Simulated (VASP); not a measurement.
# BAs: time-dependent DFT spectra

Wanted: excitation energies of BAs from time-dependent DFT. No run with exact exchange ended well, so the account stays semilocal. The cell is of the zinc-blende type, one of the forms listed for this formula. The start is a cell from a database of measured crystal structures.

Program: VASP 6.6.1. Level of theory: PBE; plane waves and PAW (As, B), in the first sound run; inputs show where later runs differ. Results are calculated unless marked as measured.

## (1) Set-up

Symmetry: F-43m, No. 216, cubic system. The conventional cell has a = 4.777 Å, b = 4.777 Å, c = 4.777 Å, α = 90.00°, β = 90.00°, γ = 90.00°. Nearest to As lie 4 B at 2.07 Å. Nearest to B lie 4 As at 2.07 Å. Farther neighbours are not listed.

## (2) Ground state at PBE

Many-body steps start from the orbitals of a self-consistent run, here PBE. A small SIGMA keeps every occupation at zero or full.

File INCAR:

```
SYSTEM = BAs
PREC = Accurate
ENCUT = 340
EDIFF = 1E-08
NELM = 100
ISMEAR = 0
SIGMA = 0.01
LREAL = .FALSE.
ALGO = Normal
GGA = PE
NBANDS = 10
LORBIT = 11
LWAVE = .TRUE.
LCHARG = .FALSE.
KPAR = 4
```

File POSCAR:

```
BAs
1.0
    0.0000000000      2.3885000000      2.3885000000
    2.3885000000      0.0000000000      2.3885000000
    2.3885000000      2.3885000000      0.0000000000
As B
1 1
Direct
    0.7500000000      0.7500000000      0.7500000000
    0.0000000000      0.0000000000      0.0000000000
```

File KPOINTS:

```
Automatic mesh
0
Gamma
6 6 6
0 0 0
```

The projector-augmented-wave data sets are As and B (PBE family, release 64).

Launch:

```console
> mpirun -np 4 vasp_std
```

What it wrote:

```text
[banner, memory and clock lines left out]
running    4 mpi-ranks, on    1 nodes
 distrk:  each k-point on    1 cores,    4 groups
 distr:  one band on    1 cores,    1 groups

 POSCAR found type information on POSCAR AsB
 POSCAR found :  2 types and       2 ions
 LDA part: xc-table for (Slater+PW92), standard interpolation
 POSCAR, INCAR and KPOINTS ok, starting setup
 FFT: planning ... GRIDC
 FFT: planning ... GRID_SOFT
 FFT: planning ... GRID
 WAVECAR not read
 entering main loop
       N       E                     dE             d eps       ncg     rms          rms(c)
DAV:   1     0.748033780319E+01    0.74803E+01   -0.30056E+03   320   0.496E+02
DAV:   2    -0.115603124639E+02   -0.19041E+02   -0.18606E+02   486   0.897E+01
DAV:   3    -0.120259127190E+02   -0.46560E+00   -0.46419E+00   372   0.136E+01
DAV:   4    -0.120271530694E+02   -0.12404E-02   -0.12403E-02   392   0.802E-01
DAV:   5    -0.120271552093E+02   -0.21399E-05   -0.21399E-05   364   0.324E-02    0.497E+00
DAV:   6    -0.114477398090E+02    0.57942E+00   -0.16527E+00   338   0.551E+00    0.242E+00
DAV:   7    -0.113878286487E+02    0.59911E-01   -0.19383E-01   374   0.228E+00    0.987E-01
DAV:   8    -0.113810002681E+02    0.68284E-02   -0.21301E-02   352   0.851E-01    0.102E-01
DAV:   9    -0.113813065354E+02   -0.30627E-03   -0.68888E-04   376   0.165E-01    0.613E-02
DAV:  10    -0.113814800280E+02   -0.17349E-03   -0.22506E-04   352   0.960E-02    0.136E-02
DAV:  11    -0.113814859741E+02   -0.59461E-05   -0.62698E-06   386   0.177E-02    0.119E-02
DAV:  12    -0.113814858398E+02    0.13436E-06   -0.28793E-06   358   0.970E-03    0.374E-03
DAV:  13    -0.113814859037E+02   -0.63886E-07   -0.85503E-08   372   0.202E-03    0.130E-03
DAV:  14    -0.113814860243E+02   -0.12067E-06   -0.15718E-08   366   0.842E-04    0.107E-04
DAV:  15    -0.113814860325E+02   -0.81855E-08   -0.36835E-10   214   0.146E-04
   1 F= -.11381486E+02 E0= -.11381486E+02  d E =-.108770E-70
 writing wavefunctions
```

It took 2 s on 4 MPI ranks of Intel Xeon 6975P-C (Granite Rapids), shared host; peak memory 0.47 GiB.

Lines that name or quote the potential files are left out of all logs, and their timing lines are given in words.

OUTCAR, selected parts (step 2):

```text
ion  position               nearest neighbor table
   1  0.750  0.750  0.750-   2 2.07   2 2.07   2 2.07   2 2.07
   2  0.000  0.000  0.000-   1 2.07   1 2.07   1 2.07   1 2.07

  LATTYP: Found a face centered cubic cell.
 ALAT       =     4.7770000000

 Subroutine GETGRP returns: Found 24 space group operations
 (whereof 24 operations were pure point group operations)

The static configuration has the point symmetry T_d .

 Found     16 irreducible k-points:

   k-points           NKPTS =     16   k-points in BZ     NKDIM =     16   number of bands    NBANDS=     10

   dimension x,y,z NGX =    20 NGY =   20 NGZ =   20
   dimension x,y,z NGXF=    40 NGYF=   40 NGZF=   40

   ENCUT  =  340.0 eV  24.99 Ry    5.00 a.u.   5.08  5.08  5.08*2*pi/ulx,y,z

   NELECT =       8.0000    total number of electrons

 k-points in reciprocal lattice and weights: Automatic mesh
   0.00000000  0.00000000  0.00000000       0.005
   0.16666667  0.00000000  0.00000000       0.037
   0.33333333  0.00000000  0.00000000       0.037
   0.50000000  0.00000000  0.00000000       0.019
   0.16666667  0.16666667  0.00000000       0.028
   0.33333333  0.16666667  0.00000000       0.111
   0.50000000  0.16666667  0.00000000       0.111
  -0.33333333  0.16666667  0.00000000       0.111
  -0.16666667  0.16666667  0.00000000       0.056
[...]
-0.33333333  0.33333333  0.16666667       0.111
  -0.33333333  0.50000000  0.16666667       0.056

 average (electrostatic) potential at core
       1 -48.7621       2 -26.7763

 E-fermi :   6.2596

 k-point     1 :       0.0000    0.0000    0.0000
  band No.  band energies     occupation
      1      -9.2710      2.00000
      2       6.1355      2.00000
      3       6.1355      2.00000
      4       6.1355      2.00000
      5       9.4031      0.00000
      6       9.4031      0.00000
      7       9.4031      0.00000
      8      10.8184      0.00000
      9      15.7147      0.00000
    ...

 k-point     2 :       0.1667    0.0000    0.0000
  band No.  band energies     occupation
      1      -8.8181      2.00000
      2       3.1746      2.00000
      3       5.4525      2.00000
      4       5.4525      2.00000
      5       9.4311      0.00000
      6      10.2907      0.00000
      7      10.2907      0.00000
      8      12.7818      0.00000
      9      17.1356      0.00000
    ...

 k-point     3 :       0.3333    0.0000    0.0000
  band No.  band energies     occupation
      1      -7.5519      2.00000
      2      -0.6104      2.00000
      3       4.6176      2.00000
      4       4.6176      2.00000
      5       8.9934      0.00000
      6      10.9558      0.00000
      7      10.9558      0.00000
      8      14.8121      0.00000
      9      17.6260      0.00000
    ...

  Total        0.5584196      0.5584196      0.5584196     -0.0000000      0.0000000     -0.0000000
  in kB       32.8295931     32.8295931     32.8295931     -0.0000000      0.0000000     -0.0000000
  external PRESSURE =      32.8295931 kB  Pullay stress =       0.0000000 kB

  energy-cutoff  :      340.00
  volume of cell :       27.25
      direct lattice vectors                 reciprocal lattice vectors
     0.000000000  2.388500000  2.388500000    -0.209336404  0.209336404  0.209336404
     2.388500000  0.000000000  2.388500000     0.209336404 -0.209336404  0.209336404
     2.388500000  2.388500000  0.000000000     0.209336404  0.209336404 -0.209336404

 POSITION                                       TOTAL-FORCE (eV/Angst)
 -----------------------------------------------------------------------------------
      3.58275      3.58275      3.58275         0.000000     -0.000000     -0.000000
      0.00000      0.00000      0.00000        -0.000000      0.000000      0.000000
 -----------------------------------------------------------------------------------
    total drift:                               -0.000001     -0.000001     -0.000000

  FREE ENERGIE OF THE ION-ELECTRON SYSTEM (eV)
  ---------------------------------------------------
  free  energy   TOTEN  =       -11.3814860325 eV

  energy  without entropy=      -11.3814860325  energy(sigma->0) =      -11.38148603

 total charge
# of ion       s       p       d       tot
------------------------------------------
    1        1.171   1.665   0.088   2.924
    2        0.660   1.187   0.000   1.847
--------------------------------------------------
tot          1.831   2.852   0.088   4.771

[... 3 further parts left out ...]
```

The gap is read on the k-mesh alone, so it is an upper bound where the band edges lie off the mesh.

A gap read on the k-mesh alone can miss the band edges.

Numbers from this step:

| Quantity | Value |
| --- | --- |
| free energy (TOTEN) | -11.38 eV |
| Fermi energy | 6.260 eV |
| pressure | 3.283 GPa |
| gap on the k-mesh | 1.268 eV |
| least direct gap on the k-mesh | 3.268 eV |

## (3) Empty bands

ALGO = Exact diagonalises the converged Hamiltonian in one step, and LOPTICS writes the k-derivatives of the orbitals (WAVEDER), which give the transition dipoles.

File INCAR:

```
SYSTEM = BAs
PREC = Accurate
ENCUT = 340
ISMEAR = 0
SIGMA = 0.01
LREAL = .FALSE.
GGA = PE
NBANDS = 20
ALGO = Exact
NELM = 1
LWAVE = .TRUE.
LCHARG = .FALSE.
LOPTICS = .TRUE.
NEDOS = 1000
CSHIFT = 0.1
```

POSCAR is that of step 2.

KPOINTS is that of step 2.

Launch:

```console
> mpirun -np 4 vasp_std
```

What it wrote:

```text
[banner, memory and clock lines left out]
running    4 mpi-ranks, on    1 nodes
 distrk:  each k-point on    4 cores,    1 groups
 distr:  one band on    1 cores,    4 groups

 POSCAR found type information on POSCAR AsB
 POSCAR found :  2 types and       2 ions
 LDA part: xc-table for (Slater+PW92), standard interpolation
 found WAVECAR, reading the header
  number of bands has changed, file:    10 present:    20
  trying to continue reading WAVECAR, but it might fail
 POSCAR, INCAR and KPOINTS ok, starting setup
 FFT: planning ... GRIDC
 FFT: planning ... GRID_SOFT
 FFT: planning ... GRID
 reading WAVECAR
 random initialization beyond band           10
 the WAVECAR file was read successfully
 initial charge from wavefunction
 entering main loop
       N       E                     dE             d eps       ncg     rms          rms(c)
DIA:   1    -0.113814860214E+02   -0.11381E+02    0.00000E+00     0   0.000E+00
   1 F= -.11381486E+02 E0= -.11381486E+02  d E =-.263360E-21
 writing wavefunctions
 optical routines
 imaginary and real dielectric function
 recalculating local potential from charge density
 direction            1
 direction            2
 direction            3
```

It took 2.4 s on 4 MPI ranks; peak memory 0.46 GiB.

OUTCAR, selected parts (step 3):

```text
The static configuration has the point symmetry T_d .

 Found     16 irreducible k-points:

   k-points           NKPTS =     16   k-points in BZ     NKDIM =     16   number of bands    NBANDS=     20

   NELECT =       8.0000    total number of electrons

 E-fermi :   6.1989

  Total        0.5583626      0.5583626      0.5583626      0.0000000      0.0000000      0.0000000
  in kB       32.8262413     32.8262413     32.8262413      0.0000000      0.0000000      0.0000000
  external PRESSURE =      32.8262413 kB  Pullay stress =       0.0000000 kB

 POSITION                                       TOTAL-FORCE (eV/Angst)
 -----------------------------------------------------------------------------------
      3.58275      3.58275      3.58275        -0.000000     -0.000000     -0.000000
      0.00000      0.00000      0.00000         0.000000      0.000000      0.000000
 -----------------------------------------------------------------------------------
    total drift:                               -0.000001     -0.000001     -0.000000

  FREE ENERGIE OF THE ION-ELECTRON SYSTEM (eV)
  ---------------------------------------------------
  free  energy   TOTEN  =       -11.3814860214 eV

  energy  without entropy=      -11.3814860214  energy(sigma->0) =      -11.38148602

 plasma frequency squared (from intraband transitions) (eV^2)
  --------------------------------------------------------------------------------------
       0.000       0.000       0.000
       0.000       0.000      -0.000
       0.000      -0.000       0.000

[... 14 parts as in an earlier step ...]
```

WAVECAR now holds 20 bands for 8 electrons. Its independent-particle dielectric tensor has xx, yy, zz = 11.5, 11.5, 11.5 on this mesh, which isn't tested for convergence in mesh or bands and lacks local fields.

## (4) Casida equation on PBE

This step: time-dependent PBE, Casida form; plane waves and PAW (As, B) (VASP 6.6.1).

The Casida equation, in the Tamm-Dancoff approximation (ANTIRES = 0), couples the pairs by a local exchange-correlation kernel; a semilocal kernel is short-ranged. On this coarse mesh the spectra break into peaks of single stars of k points, and those at the smallest gap weigh too much.

File INCAR:

```
SYSTEM = BAs
PREC = Accurate
ENCUT = 340
ISMEAR = 0
SIGMA = 0.01
LREAL = .FALSE.
GGA = PE
NBANDS = 20
ALGO = TDHF
NBANDSO = 4
NBANDSV = 4
OMEGAMAX = 25
NEDOS = 1000
CSHIFT = 0.1
PRECFOCK = Fast
LWAVE = .FALSE.
LCHARG = .FALSE.
ANTIRES = 0
LFXC = .TRUE.
LADDER = .FALSE.
```

POSCAR is that of step 3.

KPOINTS is that of step 3.

Launch:

```console
> mpirun -np 4 vasp_std
```

What it wrote:

```text
[banner, memory and clock lines left out]
running    4 mpi-ranks, on    1 nodes
 distrk:  each k-point on    4 cores,    1 groups
 distr:  one band on    1 cores,    4 groups

 POSCAR found type information on POSCAR AsB
 POSCAR found :  2 types and       2 ions
|                                                                             |
|           W    W    AA    RRRRR   N    N  II  N    N   GGGG   !!!           |
|           W    W   A  A   R    R  NN   N  II  NN   N  G    G  !!!           |
|           W    W  A    A  R    R  N N  N  II  N N  N  G       !!!           |
|           W WW W  AAAAAA  RRRRR   N  N N  II  N  N N  G  GGG   !            |
|           WW  WW  A    A  R   R   N   NN  II  N   NN  G    G                |
|           W    W  A    A  R    R  N    N  II  N    N   GGGG   !!!           |
|                                                                             |
|     The default for ENCUTGWSOFT is different in this version of VASP.       |
|     please manually set ENCUTGWSOFT =226.667 in the INCAR file.             |
|                                                                             |

 LDA part: xc-table for (Slater+PW92), standard interpolation
 found WAVECAR, reading the header
 POSCAR, INCAR and KPOINTS ok, starting setup
 FFT: planning ... GRIDC
 FFT: planning ... GRID_SOFT
 FFT: planning ... GRID
 reading WAVECAR
 the WAVECAR file was read successfully
 initial charge from wavefunction
 available memory per node:     89.52 GB, setting MAXMEM to     91666

 The Fermi energy was updated, please check that it is located mid-gap
 values below the HOMO (VB) or above the LUMO (CB) will cause erroneous energies
 E-fermi :   6.7693

 the WAVEDER file was read successfully
 responsefunction array rank=     224
 LDA part: xc-table for (Slater+PW92), standard interpolation

 min. memory requirement per mpi rank     56.3 MB, per node    225.0 MB

 Doing            0  frequencies on each core in blocks of            0
 parallelization over k-points
 Using distributed matrix
 Using distributed eigensolver
 allocating two-electron 4 orbital integral table    4    4    4    4
 BSE setting up matrix
 available memory per node:     89.48 GB, setting MAXMEM to     91628
 Calculate matrix elements of the BSE Hamiltonian:
 Workload is divided into blocks of two-electron 4 orbital integrals computed in
  parallel.
 Each block/integral has dimensions  of (   4,   4,   4,   4) orbitals
 Total number of blocks/integrals:                23436
 Number of spins:                                     1
 Number of kpoints:                                 216
 Spin channel:                                        1
  Number of blocks of unoccupied bands:               1
  Number of blocks of occupied bands:                 1
 Number of rows/columns of blocks:                  216

                                                        Time (sec)
               Integrals                 Ranks       Real         CPU
  [         1 -        864/     23436]     4         0.26        0.00
  [       865 -       1728/     23436]     4         0.51        0.00
  [      1729 -       2592/     23436]     4         0.77        0.00
  [      2593 -       3456/     23436]     4         1.02        0.00
  [      3457 -       4320/     23436]     4         1.28        0.00
  [      4321 -       5184/     23436]     4         1.53        0.00
  [      5185 -       6048/     23436]     4         1.78        0.00
  [      6049 -       6912/     23436]     4         2.03        0.00
  [      6913 -       7776/     23436]     4         2.28        0.00
  [      7777 -       8640/     23436]     4         2.53        0.00
  [      8641 -       9504/     23436]     4         2.78        0.00
  [      9505 -      10368/     23436]     4         3.03        0.00
  [     10369 -      11232/     23436]     4         3.28        0.00
  [     11233 -      12096/     23436]     4         3.52        0.00
  [     12097 -      12960/     23436]     4         3.70        0.00
  [     12961 -      13824/     23436]     4         3.93        0.00
  [     13825 -      14688/     23436]     4         4.15        0.00
  [     14689 -      15552/     23436]     4         4.40        0.00
  [     15553 -      16416/     23436]     4         4.64        0.00
  [     16417 -      17280/     23436]     4         4.89        0.00
  [     17281 -      18144/     23436]     4         5.13        0.00
  [     18145 -      19008/     23436]     4         5.38        0.00
  [     19009 -      19872/     23436]     4         5.63        0.00
  [     19873 -      20736/     23436]     4         5.87        0.00
  [     20737 -      21600/     23436]     4         6.11        0.00
  [     21601 -      22464/     23436]     4         6.36        0.00
  [     22465 -      23328/     23436]     4         6.60        0.00
  [     23329 -      23436/     23436]     4         6.67        0.00

 BSE redistributing all elements
 BSE diagonalizing matrix PDSYEVX_ZHEEVX_DESC
 BSE calculating oscillator strength
```

It took 22 s on 4 MPI ranks; peak memory 1.2 GiB.

OUTCAR, selected parts (step 4):

```text
The static configuration has the point symmetry T_d .

 Found     16 irreducible k-points:

   k-points           NKPTS =     16   k-points in BZ     NKDIM =    216   number of bands    NBANDS=     20

   NELECT =       8.0000    total number of electrons

 E-fermi :   6.7693

[... 7 parts as in an earlier step ...]
```

This step gave:

* lowest excitation: 3.268 eV

The imaginary dielectric function, xx has structure finer than the step of the table below, so its rows give means over 1 eV, whole bins alone (the curve runs from 0 to 25 eV). Peaks (eV: height): 4.0: 25.4, 4.9: 27.2, 5.5: 73.2, 9.1: 13.6.

From 4 filled and 4 empty bands alone, without any pair above OMEGAMAX = 25 eV, so strength is missing wherever others contribute; lines are broadened by CSHIFT, which also makes the tail under the first line. The imaginary dielectric function, xx by photon energy; means over each step:

photon energy (eV), imaginary dielectric function, xx and a bar:
```
        1        0.1 
        2        0.3 
        3        2.6 ###
        4       13.1 ###############
        5       25.8 ##############################
        6       20.2 #######################
        7        5.9 #######
        8        5.1 ######
        9        7.5 #########
       10        3.9 ####
       11        0.9 #
       12        0.8 #
       13        0.5 #
       14        0.6 #
       15        0.4 
       16        0.4 
       17        0.3 
       18        0.1 
       19        0.2 
       20        0.1 
       21        0.1 
       22        0.1 
       23        0.0 
       24        0.0
```

The lowest excitation lies at 3.268 eV, +1 meV against the direct gap of these orbitals. Peak heights aren't converged with the mesh, least of all at the onset.

## (5) Results

```json
{
  "Casida equation on PBE": "lowest vertical excitation 3.268 eV; direct gap 3.268 eV"
}
```

**Reading.** The PBE kernel binds nothing: its lowest excitation, 3.268 eV, sits at the direct gap of 3.268 eV. Only the bands set by NBANDSO and NBANDSV form pairs, and any pair above OMEGAMAX = 25 eV is dropped, so the spectrum is that of this window; the window can cut degenerate bands. Spin-orbit coupling is left out; with As in the cell it can split or shift band edges, by an amount that depends on which atoms form them and isn't tested here. The given cell is kept, although it stands at +3.3 GPa at PBE and ENCUT = 340 eV, which holds the mismatch of the given cell with this functional and any basis-set error. Not tabulated here, as repeats of values shown or as unfit to read for their mesh, reference level or band range: eps2 curves (empty bands); eps1 curves and static values (Casida equation, empty bands); line lists of runs without attraction (Casida equation).

[Lines on the potential files, build, host, timing and source positions are cut from VASP's logs without a mark.]

[Logs are printed without paths, hosts, clocks, repeated set-up lines and the standing remarks that a program may print on its own settings, such as how far it seeks lower states.]

[Hosts, paths, dates, database ids (printed as entryN), source tags and the programs' standing remarks are cut or masked in the printed files.]

[Pressures printed for these runs are not shown converged in the cutoff: they can be off by several GPa and have the wrong sign.]
